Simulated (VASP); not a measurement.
The input files of a VASP run:

### POSCAR
```
Al3Sc
1
    4.1820000000     0.0000000000     0.0000000000
    0.0000000000     4.1820000000     0.0000000000
    0.0000000000     0.0000000000     4.1820000000
Sc Al
1 3
Direct
  0.0000000000   0.0000000000   0.0000000000
  0.0000000000   0.5000000000   0.5000000000
  0.5000000000   0.0000000000   0.5000000000
  0.5000000000   0.5000000000   0.0000000000
```

File KPOINTS:
```
Automatic mesh
0
Gamma
6 6 6
0 0 0
```

### INCAR
```
SYSTEM = Al3Sc
PREC = Accurate
ENCUT = 400
EDIFF = 1E-6
NELM = 100
ALGO = Normal
LREAL = .FALSE.
LASPH = .TRUE.
ISMEAR = 1
SIGMA = 0.1
GGA = PE
LMAXMIX = 4
LWAVE = .FALSE.
LCHARG = .FALSE.
ISIF = 2
LEPSILON = .TRUE.
```

POTCAR, in this order: Sc_sv Al (PBE.64 set). Program: vasp_std.

Output

**standard output**
```
...
 dielectric tensor                  component  3 :     2.242     2.007   209.754
 Linear response to external field, progress :
  Direction:   1
       N       E                     dE             d eps       ncg     rms          rms(c)
RMM:   1    -0.231380625555E+01   -0.23138E+01    0.63094E-01  1223   0.599E+01
RMM:   2    -0.145210552103E+02   -0.12207E+02    0.29338E+01  1718   0.856E+00    0.205E+00
RMM:   3    -0.174855821262E+02   -0.29645E+01    0.81251E-01  1645   0.635E+00    0.112E+00
RMM:   4    -0.177116753568E+02   -0.22609E+00   -0.12312E-01  1864   0.443E+00    0.299E-01
RMM:   5    -0.177432902320E+02   -0.31615E-01   -0.16510E-02  1944   0.813E-01    0.832E-02
RMM:   6    -0.177499408574E+02   -0.66506E-02   -0.30130E-03  2009   0.244E-01    0.335E-02
RMM:   7    -0.177511720801E+02   -0.12312E-02   -0.40575E-04  1934   0.111E-01    0.856E-03
RMM:   8    -0.177515507206E+02   -0.37864E-03   -0.46918E-05  1933   0.448E-02    0.515E-03
RMM:   9    -0.177514162840E+02    0.13444E-03   -0.24456E-05  2039   0.147E-02    0.233E-03
RMM:  10    -0.177515021610E+02   -0.85877E-04   -0.15961E-06  1939   0.617E-03    0.560E-04
RMM:  11    -0.177514438924E+02    0.58269E-04    0.14627E-06  1760   0.231E-03    0.143E-04
RMM:  12    -0.177514453186E+02   -0.14262E-05   -0.51401E-07  1053   0.117E-03    0.109E-04
RMM:  13    -0.177514378392E+02    0.74794E-05   -0.77003E-07   623   0.921E-04    0.358E-05
RMM:  14    -0.177514366710E+02    0.11682E-05    0.49816E-07   540   0.901E-04    0.234E-05
RMM:  15    -0.177514368030E+02   -0.13203E-06   -0.15114E-07   453   0.902E-04    0.299E-06
 change of polarisation eV/A/(eV/A) component  1 :    35.187    -0.851     1.234
 dielectric tensor                  component  1 :    88.056    -2.107     3.053
 Linear response to external field, progress :
  Direction:   2
       N       E                     dE             d eps       ncg     rms          rms(c)
RMM:   1    -0.231380663386E+01   -0.23138E+01    0.63095E-01  1223   0.599E+01
RMM:   2    -0.145210093178E+02   -0.12207E+02    0.29338E+01  1718   0.856E+00    0.205E+00
RMM:   3    -0.174854815598E+02   -0.29645E+01    0.81347E-01  1645   0.635E+00    0.112E+00
RMM:   4    -0.177116398100E+02   -0.22616E+00   -0.12274E-01  1865   0.442E+00    0.299E-01
RMM:   5    -0.177429819989E+02   -0.31342E-01   -0.13379E-02  1949   0.813E-01    0.831E-02
RMM:   6    -0.177499325302E+02   -0.69505E-02   -0.30763E-03  2006   0.245E-01    0.333E-02
RMM:   7    -0.177511186048E+02   -0.11861E-02   -0.55356E-04  1940   0.114E-01    0.825E-03
RMM:   8    -0.177515553636E+02   -0.43676E-03   -0.59649E-05  1935   0.460E-02    0.527E-03
RMM:   9    -0.177514078764E+02    0.14749E-03   -0.27177E-05  2035   0.152E-02    0.236E-03
RMM:  10    -0.177514801156E+02   -0.72239E-04   -0.16139E-06  1936   0.609E-03    0.757E-04
RMM:  11    -0.177514321977E+02    0.47918E-04    0.14943E-06  1778   0.250E-03    0.984E-05
RMM:  12    -0.177514308060E+02    0.13916E-05   -0.81037E-07  1080   0.116E-03    0.551E-05
RMM:  13    -0.177514252678E+02    0.55382E-05    0.50714E-07   659   0.892E-04    0.270E-05
RMM:  14    -0.177514231904E+02    0.20774E-05    0.14093E-07   544   0.871E-04    0.563E-06
 change of polarisation eV/A/(eV/A) component  2 :    -0.851    35.187     1.234
 dielectric tensor                  component  2 :    -2.107    88.056     3.053
 Linear response to external field, progress :
  Direction:   3
       N       E                     dE             d eps       ncg     rms          rms(c)
RMM:   1    -0.231387325798E+01   -0.23139E+01    0.63029E-01  1225   0.599E+01
RMM:   2    -0.145212434243E+02   -0.12207E+02    0.29359E+01  1724   0.853E+00    0.205E+00
RMM:   3    -0.174988814881E+02   -0.29776E+01    0.69623E-01  1645   0.631E+00    0.112E+00
RMM:   4    -0.177141824783E+02   -0.21530E+00   -0.12954E-01  1857   0.439E+00    0.298E-01
RMM:   5    -0.177436114691E+02   -0.29429E-01   -0.12649E-02  1943   0.804E-01    0.817E-02
RMM:   6    -0.177499290701E+02   -0.63176E-02   -0.28050E-03  2002   0.239E-01    0.336E-02
RMM:   7    -0.177511779451E+02   -0.12489E-02   -0.45816E-04  1937   0.110E-01    0.872E-03
RMM:   8    -0.177515217788E+02   -0.34383E-03   -0.46552E-05  1935   0.432E-02    0.494E-03
RMM:   9    -0.177514089211E+02    0.11286E-03   -0.23827E-05  2027   0.143E-02    0.221E-03
RMM:  10    -0.177514846159E+02   -0.75695E-04   -0.16594E-06  1931   0.587E-03    0.698E-04
RMM:  11    -0.177514351149E+02    0.49501E-04    0.18421E-06  1733   0.235E-03    0.951E-05
RMM:  12    -0.177514340235E+02    0.10914E-05   -0.12702E-06  1026   0.113E-03    0.464E-05
RMM:  13    -0.177514293719E+02    0.46516E-05    0.80001E-08   629   0.913E-04    0.212E-05
RMM:  14    -0.177514279616E+02    0.14102E-05    0.46464E-07   547   0.899E-04    0.726E-06
 change of polarisation eV/A/(eV/A) component  3 :     1.271    -0.888    35.187
 dielectric tensor                  component  3 :     3.144    -2.198    88.056
 Born effective charges drift removed
```

**OUTCAR**
```
------------------------ aborting loop because EDIFF is reached ----------------------------------------

 HEAD OF MICROSCOPIC STATIC DIELECTRIC TENSOR (INDEPENDENT PARTICLE, excluding Hartree and local field effects)
 ------------------------------------------------------
          88.550791    -0.000000    -0.000000
           0.000000    88.550791     0.000000
          -0.000000    -0.000000    88.550791
 ------------------------------------------------------

 MACROSCOPIC STATIC DIELECTRIC TENSOR (including local field effects in DFT)
 ------------------------------------------------------
          88.056027     0.000000    -0.000000
           0.000000    88.056027    -0.000000
           0.000000     0.000000    88.056027
 ------------------------------------------------------

 PIEZOELECTRIC TENSOR (including local field effects)  for field in x, y, z        (e  Angst)
          XX          YY          ZZ          XY          YZ          ZX
  --------------------------------------------------------------------------------
  x     0.00000     0.00000     0.00000     0.00000     0.00000     0.00000
  y     0.00000     0.00000     0.00000     0.00000     0.00000     0.00000
  z     0.00000     0.00000     0.00000     0.00000     0.00000     0.00000

 PIEZOELECTRIC TENSOR (including local field effects)  for field in x, y, z        (C/m^2)
          XX          YY          ZZ          XY          YZ          ZX
  --------------------------------------------------------------------------------
  x     0.00000     0.00000     0.00000     0.00000     0.00000     0.00000
  y     0.00000     0.00000     0.00000     0.00000     0.00000     0.00000
  z     0.00000     0.00000     0.00000     0.00000     0.00000     0.00000

 BORN EFFECTIVE CHARGES (including local field effects) (in |e|, cummulative output)
 ---------------------------------------------------------------------------------
 ion    1
    1    -3.71987    -0.00000     0.00000
    2    -0.00000    -3.71987     0.00000
    3     0.00000     0.00000    -3.71987
 ion    2
    1     1.77547     0.00000     0.00000
    2    -0.00000     0.97220     0.00000
    3    -0.00000     0.00000     0.97220
 ion    3
    1     0.97220    -0.00000     0.00000
    2    -0.00000     1.77547     0.00000
    3     0.00000     0.00000     0.97220
 ion    4
    1     0.97220    -0.00000     0.00000
    2    -0.00000     0.97220    -0.00000
    3     0.00000     0.00000     1.77547
```
(Selected blocks of OUTCAR.)

Task: The run ends quietly. Is anything wrong with it?

Result: The cause: LEPSILON was set for a metal. The run ends without an error. Against the sound run, the energy per atom (σ→0) is nearly the same; the pressure hardly moves. To mend it, drop LEPSILON, since a metal has no finite static dielectric tensor or Born charges. The plain static run on this cell (PBE GGA, plane waves, VASP's PBE PAW potentials (set 64)) converges, and its OSZICAR ends with
```
   1 F= -.19226407E+02 E0= -.19224483E+02  d E =-.577208E-02
```

The compound is Al3Sc in the L1_2 structure. The cell was not relaxed at this level.
